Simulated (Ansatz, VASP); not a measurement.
# Cross-check of PtS2 (1T-PtS2 monolayer) between VASP and Ansatz

One calculation is typed for both programs; each brings its own data sets. How far apart do they land? The cell is taken from a series of runs on this material, whose earlier steps may have relaxed, scaled, displaced or heated it; both programs get it as it stands.

Main program and level: Ansatz 0.2.0; plane waves, with VASP 6.6.1 beside it; PBE with D3(BJ).

### 1. The structure

The cell holds 3 atoms: 2 S and 1 Pt. Cell: a = 3.541 Å, b = 3.541 Å, c = 20.484 Å, α = 90.0°, β = 90.0°, γ = 120.0°. Vacuum lies along c.

### 2. Ansatz: single point, PBE with D3(BJ)

Ansatz runs on its default PAW (the set named soft_2) files.

With cell and atoms fixed, the geometry can't cause a difference; cores, projectors, grids and the points listed under the comparison can.

Input file input.yaml:

```yaml
crystal:
  lattice:
    - [3.5414946606, 0.0, 0.0]
    - [-1.7707473303, 3.0670243434, 0.0]
    - [0.0, 0.0, 20.4835940331]
  atoms:
    - { symbol: S, position: [0.6666666667, 0.3333333333, 0.4393760189] }
    - { symbol: Pt, position: [0.0, 0.0, 0.5] }
    - { symbol: S, position: [0.3333333333, 0.6666666667, 0.5606239811] }
kpoints:
  mp_grid: { grid: [18, 18, 1] }
  band_path:
    path: [[0, 0, 0], [0.5, 0, 0], [0.33333333, 0.33333333, 0], [0, 0, 0]]
    npoints: 16
hamiltonian:
  xc: pbe
  dispersion: d3bj
scf:
  occupations: { method: fermi_dirac, width: 0.02585 }
  convergence: { dr2_threshold: 1.0e-10 }
efield:
  axis: 3
  dipole_correction: true
  ramp_position: 0.97
  ramp_width: 0.06
  amplitude: 0
output:
  dos: { projected: true, e_range: [-6, 5] }
  bader: true
  write_potential: true
  write_density: true
  volumetric_format: npy
  elf: true
```

Started as:

```bash
$ ansatz run input.yaml --threads 2 --pin off --max-ram 3072MiB --backend cpu --events-out ev --progress --plain --runs-dir out
```

Numbers of over 12 decimals in the logs are rounded to 6 here.

Output:

```text
Engine: ansatz 0.2.0, aarch64-unknown-linux-gnu
Pseudopotentials: kind: paw
Pseudopotential: S, paw, valence charge 6, recommended cutoff 420 eV (normal), S.paw.azcp
Pseudopotential: Pt, paw, valence charge 18, recommended cutoff 420 eV (normal), Pt.paw.azcp
Functional definition: PBE
  parameter kappa = 0.804
  parameter beta = 0.066725
  exchange = pbe_x(kappa = kappa, mu = beta*pi^2/3)
  correlation = pbe_c(beta = beta)
Crystal: 3 atoms, lattice volume = 222.490 Å³
Basis set: ecut = 420 eV, 4335 PW (Γ)
Bands: 19, of which v1, the nominal top of the filled ones, is band 15 counted from 1 (14 counted from 0)
Symmetry: 6 space group operations
k-points: 37 of 324 (time reversal used)
Non-local potential: S, projectors of the file, l = 0: 2, l = 1: 2, l = 2: 2
Non-local potential: Pt, projectors of the file, l = 0: 3, l = 1: 2, l = 2: 2, l = 3: 1
PAW form: soft (Blöchl's): semilocal exchange-correlation on the pseudo side does not see the compensation charge
PAW one-centre angular grid: S, 110 points (default); XC on 64 Gauss nodes
PAW one-centre angular grid: Pt, 590 points (default); XC on 64 Gauss nodes
Initial density: superposition of atomic densities (neutral atoms: chi_scale 0, normalization atom), corrected by the library's trained network
Initial wavefunctions: pseudopotential atomic-orbital guess
Functional: x = pbe(κ = 0.804, μ = 0.219515), c = pbe(β = 0.066725)
SCF iter   1: F=—  HF=-14329.073019 eV  |F-HF|=—  |Δ(HF+E_count)|=         —  Δρ=1.34e-3  dr2=2.66e-3  ethr=1.77e-3  p=0.000 e·Å  D=1.87e-14 V/Å  ΔV_dip=-0.00 eV  dr2_dipole=1.05e-8  V_vac-E_F(+/−)=5.55/5.55 eV  ⟨swp⟩=9.7  Hψ=4667  notcnv=0
efield: sawtooth ramp at fractional position 0.9700 (set: `efield.ramp_position`, or a place that a band, a saddle search or an elastic batch's reference lends), width 0.0600; the density the first Hamiltonian is built on has a dipole p = 0.000 e·Å; the dipole correction subtracts the counter field D = 1.87e-14 V/Å, which shifts the + side's vacuum level by -0.00 eV against the − side's; the planar-averaged density in the ramp window peaks in size at 2.6e-6 e/Å³
preconditioner: auto → none  [insulator: Δε(μ)=1.816 eV  Ē_g=9.327 eV  σ=0.026 eV  W_gap=1.00  n_scr=12 (ndim 8)  ℏωp=11.7 eV  f_vac=0.707  D(μ)=0.00/eV (n_scr^D=0)  ε∞_Penn≈2.6]
SCF iter   2: F=—  HF=-14329.073590 eV  |F-HF|=—  |Δ(HF+E_count)|=   5.71e-4  Δρ=7.10e-4  dr2=6.89e-4  ethr=8.87e-6  p=-0.000 e·Å  D=-6.52e-5 V/Å  ΔV_dip=0.00 eV  dr2_dipole=2.82e-7  V_vac-E_F(+/−)=5.46/5.45 eV  ⟨swp⟩=3.1  Hψ=1881  notcnv=0
SCF iter   3: F=—  HF=-14329.073970 eV  |F-HF|=—  |Δ(HF+E_count)|=   3.80e-4  Δρ=4.90e-4  dr2=9.71e-4  ethr=2.30e-6  p=0.000 e·Å  D=3.01e-4 V/Å  ΔV_dip=-0.01 eV  dr2_dipole=7.34e-6  V_vac-E_F(+/−)=5.46/5.47 eV  ⟨swp⟩=2.5  Hψ=1315  notcnv=0
SCF iter   4: F=—  HF=-14329.073913 eV  |F-HF|=—  |Δ(HF+E_count)|=   5.72e-5  Δρ=1.76e-4  dr2=2.12e-4  ethr=2.30e-6  p=-0.001 e·Å  D=-6.45e-4 V/Å  ΔV_dip=0.01 eV  dr2_dipole=3.37e-5  V_vac-E_F(+/−)=5.44/5.43 eV  ⟨swp⟩=2.1  Hψ=1067  notcnv=0
SCF iter   5: F=—  HF=-14329.073939 eV  |F-HF|=—  |Δ(HF+E_count)|=   2.63e-5  Δρ=1.59e-4  dr2=3.08e-4  ethr=7.05e-7  p=0.001 e·Å  D=8.54e-4 V/Å  ΔV_dip=-0.02 eV  dr2_dipole=5.88e-5  V_vac-E_F(+/−)=5.42/5.44 eV  ⟨swp⟩=2.1  Hψ=904  notcnv=0
SCF iter   6: F=—  HF=-14329.073922 eV  |F-HF|=—  |Δ(HF+E_count)|=   1.73e-5  Δρ=8.28e-5  dr2=7.26e-5  ethr=7.05e-7  p=0.001 e·Å  D=4.08e-4 V/Å  ΔV_dip=-0.01 eV  dr2_dipole=1.38e-5  V_vac-E_F(+/−)=5.43/5.44 eV  ⟨swp⟩=1.0  Hψ=703  notcnv=0
SCF iter   7: F=—  HF=-14329.073920 eV  |F-HF|=—  |Δ(HF+E_count)|=   1.66e-6  Δρ=2.16e-5  dr2=3.89e-6  ethr=2.42e-7  p=0.000 e·Å  D=7.60e-5 V/Å  ΔV_dip=-0.00 eV  dr2_dipole=6.86e-7  V_vac-E_F(+/−)=5.43/5.43 eV  ⟨swp⟩=1.1  Hψ=712  notcnv=0
SCF iter   8: F=—  HF=-14329.073923 eV  |F-HF|=—  |Δ(HF+E_count)|=   2.53e-6  Δρ=5.44e-6  dr2=6.17e-8  ethr=1.30e-8  p=-0.000 e·Å  D=-5.61e-7 V/Å  ΔV_dip=0.00 eV  dr2_dipole=7.02e-11  V_vac-E_F(+/−)=5.43/5.43 eV  ⟨swp⟩=2.1  Hψ=1027  notcnv=0
SCF iter   9: F=—  HF=-14329.074009 eV  |F-HF|=—  |Δ(HF+E_count)|=   8.57e-5  Δρ=2.47e-6  dr2=5.55e-8  ethr=2.06e-10  p=-0.000 e·Å  D=-3.85e-6 V/Å  ΔV_dip=0.00 eV  dr2_dipole=5.24e-9  V_vac-E_F(+/−)=5.43/5.43 eV  ⟨swp⟩=2.7  Hψ=1394  notcnv=0
SCF iter  10: F=—  HF=-14329.074009 eV  |F-HF|=—  |Δ(HF+E_count)|=   7.52e-9  Δρ=9.00e-7  dr2=7.90e-9  ethr=1.85e-10  p=0.000 e·Å  D=3.41e-7 V/Å  ΔV_dip=-0.00 eV  dr2_dipole=9.87e-10  V_vac-E_F(+/−)=5.43/5.43 eV  ⟨swp⟩=1.4  Hψ=788  notcnv=0
SCF iter  11: F=-14329.074009 eV  HF=-14329.074009 eV  |F-HF|=6.91e-11  |Δ(HF+E_count)|=  6.62e-10  Δρ=1.55e-7  dr2=7.63e-11  ethr=1.00e-12  p=-0.000 e·Å  D=-8.95e-7 V/Å  ΔV_dip=0.00 eV  dr2_dipole=7.00e-12  V_vac-E_F(+/−)=5.43/5.43 eV  ⟨swp⟩=3.2  Hψ=2775  notcnv=0
SCF 1 converged in 11 iterations: F = -14329.074009 eV  dr2 = 7.63e-11
  greatest PAW one-centre occupation: 1.000 electrons in one spin orbital (limit 2), on the Pt atom at site 1 (counted from 0), in its partial waves of l = 0
NSCF: frozen V_eff on 49 k-points
efield: sawtooth ramp at fractional position 0.9700 (kept from the solve that this one continues, or follows in the run), width 0.0600; the density the first Hamiltonian is built on has a dipole p = -0.000 e·Å; the dipole correction subtracts the counter field D = -8.95e-7 V/Å, which shifts the + side's vacuum level by +0.00 eV against the − side's; the planar-averaged density in the ramp window peaks in size at 1.1e-6 e/Å³
WARN: The output density's exchange-correlation potential varies sharply where the density is thin. Do not read a vacuum level from v_tot or v_xc, or from such a field of the output density. On a cell that repeats whose density bears no net charge and no dipole along the vacuum's axis use v_es (v_loc + v_h of the components); under efield.dipole_correction with no amplitude use v_es + v_field, which holds any externa [...]
SCF converged after 11 iterations
Free energy (F): -14329.074009 eV
Harris-Foulkes:  -14329.074009 eV  (|F-HF|=6.91e-11)
Internal energy: -14329.074009 eV  (E = F + TS)
E sigma→0 (E₀):  -14329.074009 eV
Fermi energy:    -1.378131 eV
Dipole field:    D = 0.000002 V/Å  (p = 0.000003 e·Å, saw-weighted, corrected)
Work function:   Φ+ = 5.4327 eV   Φ− = 5.4327 eV
Levels:          The Fermi level and band energies are counted from a zero that moves with the ramp; work functions are not
--- Per-component energies (eV) ---
  E_band       = -686.012829
  E_kinetic    = 849.616013
  E_local      = -20569.483317  (includes V_loc(G=0)·N_el)
  E_nonlocal   = 255.108606
  E_hartree    = 9776.772795
  E_xc         = -455.602628
  E_vxc        = -477.174113  (∫ρ·V_xc dr)
  E_paw        = -10653.848305  (= ΣΔE_a)
  E_vpaw       = -297.625775  (= ΣTr[D̂ρ^β])
  E_aug_tail   = 0.000194  (compensation charges beyond the density's cutoff)
  E_efield     = 0.000000  (sawtooth field / dipole correction)
  E_vefield    = 0.000000  (∫n·V_field dr)
  E_ewald      = 6469.191038
  E_disp       = -0.828404  (pairwise vdW)
  E_smearing   = -0.000000  (= −TS)
  E_closure    = 0.000000  (closes the sum)
  Σ components = -14329.074009   (vs F -14329.074009, Δ=0.00e0)
--- Band table (eV; the first three rows and the last of 37) ---
  k-point 0: bands = [... 11 lower, -3.1148, -3.0041, -2.5349, -2.5349, 0.9529, 0.9529, 3.1384, 3.5055]
  k-point 1: bands = [... 11 lower, -3.3159, -2.9415, -2.5127, -2.4370, 0.7445, 0.8972, 3.2325, 3.5969]
  k-point 2: bands = [... 11 lower, -3.6878, -2.7794, -2.4703, -2.3257, 0.2702, 0.7610, 3.4816, 3.7881]
  k-point 36: bands = [... 11 lower, -4.7577, -4.5921, -2.9895, -2.9895, -0.1169, -0.1169, 4.5829, 6.6626]
--- Bader charges: 3 sites ---
  site symbol  charge [e]  shift [e]
     0      S     -0.2385     0.0058
     1     Pt      0.4771     0.0116
     2      S     -0.2386     0.0058
  estimated error of the sums over rays = 5.5e-4 e
```

### 3. VASP: single point, PBE with D3(BJ)

The same cell, functional, mesh and smearing now go to VASP, with its own data sets.

Lines of VASP's logs that name or quote its potential files are left out, and so is its time.

Input file INCAR:

```
SYSTEM = PtS2
PREC = Accurate
ENCUT = 400
EDIFF = 1E-06
NELM = 120
ISMEAR = -1
SIGMA = 0.02585
LREAL = .FALSE.
ALGO = Normal
GGA = PE
IVDW = 12
NBANDS = 17
LASPH = .TRUE.
LORBIT = 11
LWAVE = .FALSE.
LCHARG = .FALSE.
ISIF = 2
LDIPOL = .TRUE.
IDIPOL = 3
DIPOL = 0.5 0.5 0.5
LVHAR = .TRUE.
GGA_COMPAT = .FALSE.
EFERMI = MIDGAP
NELMDL = -8
```

Input file POSCAR:

```
PtS2
1.0
    3.5414946606      0.0000000000      0.0000000000
   -1.7707473303      3.0670243434      0.0000000000
    0.0000000000      0.0000000000     20.4835940331
S Pt
2 1
Direct
    0.6666666667      0.3333333333      0.4393760189
    0.3333333333      0.6666666667      0.5606239811
    0.0000000000      0.0000000000      0.5000000000
```

Input file KPOINTS:

```
Automatic mesh
0
Gamma
18 18 1
0 0 0
```

Potentials, in the order of the species: S and Pt (PBE family, release 64).

Started as:

```bash
$ mpirun -np 1 vasp_std
```

Output:

```text
[banner, memory and clock lines left out]
running    1 mpi-ranks, on    1 nodes
 distrk:  each k-point on    1 cores,    1 groups
 distr:  one band on    1 cores,    1 groups

 POSCAR found type information on POSCAR S Pt
 POSCAR found :  2 types and       3 ions
 LDA part: xc-table for (Slater+PW92), standard interpolation
 POSCAR, INCAR and KPOINTS ok, starting setup
 FFT: planning ... GRIDC
 FFT: planning ... GRID_SOFT
 FFT: planning ... GRID
 WAVECAR not read
 entering main loop
       N       E                     dE             d eps       ncg     rms          rms(c)
DAV:   1     0.149499836950E+03    0.14950E+03   -0.68582E+03  1274   0.783E+02
DAV:   2    -0.239677955921E+01   -0.15190E+03   -0.14499E+03  1840   0.170E+02
DAV:   3    -0.165598748387E+02   -0.14163E+02   -0.14064E+02  1557   0.638E+01
DAV:   4    -0.168208187924E+02   -0.26094E+00   -0.26062E+00  1721   0.997E+00
DAV:   5    -0.168268354126E+02   -0.60166E-02   -0.60157E-02  1765   0.144E+00
DAV:   6    -0.168270314006E+02   -0.19599E-03   -0.19598E-03  1808   0.242E-01
DAV:   7    -0.168270411395E+02   -0.97389E-05   -0.97388E-05  1838   0.483E-02
DAV:   8    -0.168270416931E+02   -0.55360E-06   -0.55369E-06  1663   0.107E-02    0.175E+01
DAV:   9    -0.156960220984E+02    0.11310E+01   -0.74378E+00  1425   0.255E+01    0.114E+01
DAV:  10    -0.155119128216E+02    0.18411E+00   -0.19525E+00  1382   0.139E+01    0.464E+00
DAV:  11    -0.154569689698E+02    0.54944E-01   -0.13372E-01  1615   0.357E+00    0.981E-01
DAV:  12    -0.154519432658E+02    0.50257E-02   -0.30201E-02  1588   0.153E+00    0.251E-01
DAV:  13    -0.154521688487E+02   -0.22558E-03   -0.20548E-03  1569   0.314E-01    0.278E-01
DAV:  14    -0.154521921167E+02   -0.23268E-04   -0.40509E-05  1876   0.514E-02    0.293E-01
[...]
DAV:  18    -0.154527344255E+02   -0.31191E-03   -0.80728E-04  1812   0.168E-01    0.498E-01
DAV:  19    -0.154524355441E+02    0.29888E-03   -0.53410E-04  1563   0.117E-01    0.196E-01
DAV:  20    -0.154524024041E+02    0.33140E-04   -0.86202E-05  1627   0.454E-02    0.800E-02
DAV:  21    -0.154523998026E+02    0.26015E-05   -0.19451E-05  1625   0.220E-02    0.209E-02
DAV:  22    -0.154524018135E+02   -0.20109E-05   -0.30446E-06  1406   0.896E-03    0.365E-03
DAV:  23    -0.154524036995E+02   -0.18860E-05   -0.29525E-07  1228   0.339E-03    0.600E-03
DAV:  24    -0.154524049161E+02   -0.12166E-05   -0.81537E-08  1276   0.181E-03    0.157E-03
DAV:  25    -0.154524053067E+02   -0.39062E-06   -0.29074E-07  1313   0.286E-03
   1 F= -.16280745E+02 E0= -.16280745E+02  d E =-.941632E-16
```

Parts of OUTCAR (step 3):

```text
ion  position               nearest neighbor table
   1  0.667  0.333  0.439-   3 2.39   3 2.39   3 2.39
   2  0.333  0.667  0.561-   3 2.39   3 2.39   3 2.39
   3  0.000  0.000  0.500-   1 2.39   2 2.39   2 2.39   1 2.39   1 2.39   2 2.39

  LATTYP: Found a hexagonal cell.
 ALAT       =     3.5414946606
 C/A-ratio  =     5.7838839236

 Subroutine GETGRP returns: Found 12 space group operations
 (whereof 12 operations were pure point group operations)

The static configuration has the point symmetry D_3d.

 Found     37 irreducible k-points:

   k-points           NKPTS =     37   k-points in BZ     NKDIM =     37   number of bands    NBANDS=     17

   dimension x,y,z NGX =    24 NGY =   24 NGZ =  140
   dimension x,y,z NGXF=    48 NGYF=   48 NGZF=  280

   ENCUT  =  400.0 eV  29.40 Ry    5.42 a.u.   5.78  5.78 33.40*2*pi/ulx,y,z

   NELECT =      22.0000    total number of electrons

 k-points in reciprocal lattice and weights: Automatic mesh
   0.00000000  0.00000000  0.00000000       0.003
   0.05555556 -0.00000000  0.00000000       0.019
   0.11111111 -0.00000000  0.00000000       0.019
   0.16666667 -0.00000000  0.00000000       0.019
   0.22222222 -0.00000000  0.00000000       0.019
   0.27777778 -0.00000000  0.00000000       0.019
   0.33333333 -0.00000000  0.00000000       0.019
   0.38888889 -0.00000000  0.00000000       0.019
   0.44444444 -0.00000000  0.00000000       0.019
[...]
0.33333333  0.27777778  0.00000000       0.037
   0.33333333  0.33333333  0.00000000       0.006

 dipolmoment           0.000000      0.000000      0.000000 electrons x Angstroem

 average (electrostatic) potential at core
       1 -94.5108       2 -94.5108       3 -77.5189

 E-fermi :  -2.4264

 k-point     1 :       0.0000    0.0000    0.0000
  band No.  band energies     occupation
    ...
      7      -6.1997      2.00000
      8      -4.1568      2.00000
      9      -4.0302      2.00000
     10      -3.5599      2.00000
     11      -3.5599      2.00000
     12      -0.0825      0.00000
     13      -0.0825      0.00000
     14       2.0961      0.00000
     15       2.4820      0.00000
     16       2.9466      0.00000
    ...

 k-point     2 :       0.0556   -0.0000    0.0000
  band No.  band energies     occupation
    ...
      7      -6.2334      2.00000
      8      -4.3544      2.00000
      9      -3.9680      2.00000
     10      -3.5378      2.00000
     11      -3.4652      2.00000
     12      -0.2903      0.00000
     13      -0.1381      0.00000
     14       2.1890      0.00000
     15       2.5661      0.00000
     16       3.1185      0.00000
    ...

 k-point     3 :       0.1111   -0.0000    0.0000
  band No.  band energies     occupation
    ...
      7      -6.3183      2.00000
      8      -4.7231      2.00000
      9      -3.8071      2.00000
     10      -3.4956      2.00000
     11      -3.3561      2.00000
     12      -0.7637      0.00000
     13      -0.2740      0.00000
     14       2.4349      0.00000
     15       2.7485      0.00000
     16       3.3123      0.00000
    ...

 Edisp (eV)   -0.82834

  Total      -0.17811    -0.17811    -0.12049     0.00000     0.00000     0.00000
  in kB      -1.28259    -1.28259    -0.86765     0.00000     0.00000     0.00000
  external pressure =       -1.14 kB  Pullay stress =        0.00 kB

  energy-cutoff  :      400.00
  volume of cell :      222.49
      direct lattice vectors                 reciprocal lattice vectors
     3.541494661  0.000000000  0.000000000     0.282366655  0.163024464  0.000000000
    -1.770747330  3.067024343  0.000000000     0.000000000  0.326048928  0.000000000
     0.000000000  0.000000000 20.483594033     0.000000000  0.000000000  0.048819558

 POSITION                                       TOTAL-FORCE (eV/Angst)
 -----------------------------------------------------------------------------------
      1.77075      1.02234      9.00000         0.000000     -0.000000      0.038812
     -0.00000      2.04468     11.48359        -0.000000      0.000000     -0.038812
      0.00000      0.00000     10.24180         0.000000     -0.000000     -0.000000
 -----------------------------------------------------------------------------------
    total drift:                                0.000000     -0.000000      0.000000

  FREE ENERGIE OF THE ION-ELECTRON SYSTEM (eV)
  ---------------------------------------------------
  free  energy   TOTEN  =       -16.2807450512 eV

  energy  without entropy=      -16.2807450512  energy(sigma->0) =      -16.28074505

 vacuum level on the upper side and lower side of the slab         3.008         3.008

 total charge
# of ion       s       p       d       tot
------------------------------------------
    1        1.359   2.279   0.000   3.638
    2        1.359   2.279   0.000   3.638
    3        0.693   0.780   7.967   9.441
--------------------------------------------------
tot          3.411   5.338   7.967  16.716

[... 3 further parts left out ...]
```

### 4. Side by side

Known differences besides the potentials themselves: the data sets hold 30 valence electrons in Ansatz (on its default PAW (the set named soft_2) files) and 22 in VASP; the cutoff is 420 eV in Ansatz and 400 eV in VASP. Total energies have different zeros and are not compared.

Compared:

```
              quantity  Ansatz   VASP  difference
gap on the k mesh (eV)   1.817  1.819      -0.003
```

A gap on the mesh is an upper bound, since the band edges may lie between its points; neither run holds spin-orbit coupling, which can move the band edges of a compound of Pt. Where the cell holds vacuum, a pressure given here is an average over it and none of the material.

### 5. What came out

```json
{
  "difference in gap on the k mesh (single point, PBE with D3(BJ))": "-0.0026 eV"
}
```

**Reading.** The difference in gap on the k mesh is -0.0026 eV (single point, PBE with D3(BJ)), within the 0.08 eV picked in this series as the mark of a large difference. The data sets hold unlike numbers of valence electrons (30 in Ansatz and 22 in VASP), so part of the differences may come from the potentials. How closely two codes agree says nothing of how well the functional describes the real material.

[Lines on the potential files, build, host, timing and source positions are cut from VASP's logs without a mark.]

[Logs are printed without paths, hosts, clocks, repeated set-up lines and the standing remarks that a program may print on its own settings, such as how far it seeks lower states.]

[Hosts, paths, dates, database ids (printed as entryN), source tags and the programs' standing remarks are cut or masked in the printed files.]
